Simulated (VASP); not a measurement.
Given:

```yaml
crystal:
  lattice:
    - [3.99041, 0.00000, 0.00000]
    - [-1.99520, 3.45579, 0.00000]
    - [0.00000, 0.00000, 4.86397]
  atoms:
    - { symbol: Y, position: [0.33333, 0.66667, 0.75000] }
    - { symbol: Y, position: [0.66667, 0.33333, 0.25000] }
    - { symbol: N, position: [0.33333, 0.66667, 0.25000] }
    - { symbol: N, position: [0.66667, 0.33333, 0.75000] }
```

These are PBEsol GGA, VASP's PBE PAW potentials (set 64) (plane waves; VASP) values and carry that method's errors. Numerical set-up: 520 eV cut-off, 7×7×5 Γ-centred mesh, tetrahedra with Blöchl corrections, potentials Y_sv N.

### Question
Predict the energy per atom (σ→0).

### Answer

* **energy per atom (σ→0)**: -9.441 eV/atom

The absolute energy has meaning only against runs of the same code, potentials and settings.

The structure comes from a computed database's YN entry (P6_3/mmc); how it stands against other phases isn't given here. It was relaxed first.
